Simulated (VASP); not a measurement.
Here is the system:

```yaml
crystal:
  lattice:
    - [3.22025, 0.00000, 0.00000]
    - [0.00000, 3.22025, 0.00000]
    - [0.00000, 0.00000, 3.22025]
  atoms:
    - { symbol: Bi, position: [0.00000, 0.00000, 0.00000] }
```

The numbers are results of PBEsol GGA, VASP's PBE PAW potentials (set 64) (plane waves; VASP), not measurements. Settings: 400 eV cut-off, Gaussian smearing of 0.050 eV, potentials Bi_d.

Unless said otherwise, spin-orbit coupling is left out, though it shifts the bands of the heavy elements here.

Problem. What does the run give for the band gap (along the path) with the smallest direct gap where there is one?

Solution. 
band gap (along the path): none (metal, semimetal or under 0.01 eV)

Total energies compare only between runs with the same potentials, cut-off and functional.

The structure was generated: Bi was put into the simple-cubic type (Pm-3m), which need not be its known phase. It was relaxed first, which changed the volume by -6 %.
